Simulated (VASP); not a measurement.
A VASP calculation is set up with these files.

File POSCAR:
```
Zr
1
    1.4280557076    -2.4734647712     0.0000000000
    1.4280557076     2.4734647712     0.0000000000
    0.0000000000     0.0000000000     4.9714146410
Zr
2
Direct
  0.3333330000   0.6666670000   0.2500000000
  0.6666670000   0.3333330000   0.7500000000
```

### INCAR
```
ALGO = Normal
EDIFF = 1E-6
EDIFFG = -0.02
ENCUT = 500
IBRION = 2
ISIF = 3
ISMEAR = 1
LASPH = .TRUE.
LCHARG = .FALSE.
LMAXMIX = 4
LREAL = .FALSE.
LWAVE = .FALSE.
NELM = 100
NSW = 40
PREC = Accurate
PSTRESS = 450
SIGMA = 0.1
SYSTEM = Zr
```

KPOINTS:
```
Automatic
0
G
 15 15 8
```

POTCAR, in this order: Zr_sv (LDA.64 set). Program: vasp_std.

### Question
Write an equivalent input for Quantum ESPRESSO's pw.x.

### Answer
One equivalent input (not run):
```
&CONTROL
  calculation = 'vc-relax'
  pseudo_dir = './pseudo'
  outdir = './out'
  tprnfor = .true.
  tstress = .true.
  nstep = 40
  forc_conv_thr = 0.00078
/
&SYSTEM
  ibrav = 0
  nat = 2
  ntyp = 1
  ecutwfc = 70
  occupations = 'smearing'
  smearing = 'methfessel-paxton'
  degauss = 0.00735
  input_dft = 'pz'
/
&ELECTRONS
  conv_thr = 7.3e-08
  electron_maxstep = 100
/
&IONS
/
&CELL
  press = 450
/
ATOMIC_SPECIES
  Zr 91.224 Zr.upf
CELL_PARAMETERS angstrom
     1.4280557   -2.4734648    0.0000000
     1.4280557    2.4734648    0.0000000
     0.0000000    0.0000000    4.9714146
ATOMIC_POSITIONS crystal
  Zr   0.3333330  0.6666670  0.2500000
  Zr   0.6666670  0.3333330  0.7500000
K_POINTS automatic
  15 15 8 0 0 0
```
The two are equivalent in intent, not identical: the potentials are each code's own (VASP's PAW set, PseudoDojo norm-conserving files in pw.x), so ENCUT and ecutwfc are chosen apart and not converted; conv_thr bounds pw.x's estimated SCF error, while EDIFF bounds the energy change between steps; forc_conv_thr acts on force components and is met together with etot_conv_thr.

The compound is Zr in the hcp structure. This run relaxes it under an external pressure of 45 GPa. Symmetry was kept, so distortions that lower it aren't found.
